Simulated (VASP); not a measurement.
VASP ran on this input.

**POSCAR**
```
HfB2
1
    1.6014000000    -2.7737060000     0.0000000000
    1.6014000000     2.7737060000     0.0000000000
    0.0000000000     0.0000000000     3.5496000000
Hf B
1 2
Direct
  0.0000000000   0.0000000000   0.0000000000
  0.3333330000   0.6666670000   0.5000000000
  0.6666670000   0.3333330000   0.5000000000
```

KPOINTS:
```
Automatic mesh
0
Gamma
10 10 8
0 0 0
```

**INCAR**
```
! general
SYSTEM =HfB2
PREC   =Accurate
ENCUT  =750
LREAL  =F
LASPH  =T

! electronic loop
EDIFF  =1E-6
NELM   =100
ALGO   =Normal
LMAXMIX=6

! smearing
ISMEAR =1
SIGMA  =0.1

! functional
GGA    =PE

! ions
ISIF   =2

! output
LWAVE  =F
LCHARG =F
```

POTCAR, in this order: Hf_pv B (PBE.64 set). Program: vasp_std.

Task: Translate this PBE calculation to Quantum ESPRESSO's pw.x.

Result: One equivalent input (not run):
```
&CONTROL
  calculation = 'scf'
  pseudo_dir = './pseudo'
  outdir = './out'
  tprnfor = .true.
  tstress = .true.
/
&SYSTEM
  ibrav = 0
  nat = 3
  ntyp = 2
  ecutwfc = 76
  occupations = 'smearing'
  smearing = 'methfessel-paxton'
  degauss = 0.00735
  input_dft = 'pbe'
/
&ELECTRONS
  conv_thr = 7.3e-08
  electron_maxstep = 100
/
ATOMIC_SPECIES
  Hf 178.490 Hf.upf
  B 10.810 B.upf
CELL_PARAMETERS angstrom
     1.6014000   -2.7737060    0.0000000
     1.6014000    2.7737060    0.0000000
     0.0000000    0.0000000    3.5496000
ATOMIC_POSITIONS crystal
  Hf   0.0000000  0.0000000  0.0000000
  B    0.3333330  0.6666670  0.5000000
  B    0.6666670  0.3333330  0.5000000
K_POINTS automatic
  10 10 8 0 0 0
```
The two are equivalent in intent, not identical: the potentials are each code's own (VASP's PAW set, PseudoDojo norm-conserving files in pw.x), so ENCUT and ecutwfc are chosen apart and not converted; conv_thr bounds pw.x's estimated SCF error, while EDIFF bounds the energy change between steps.

The compound is HfB2 in the AlB2 type structure. The cell was not relaxed at this level. The run is one of a series of settings (ENCUT = 750 against the base run), some of them coarse on purpose.
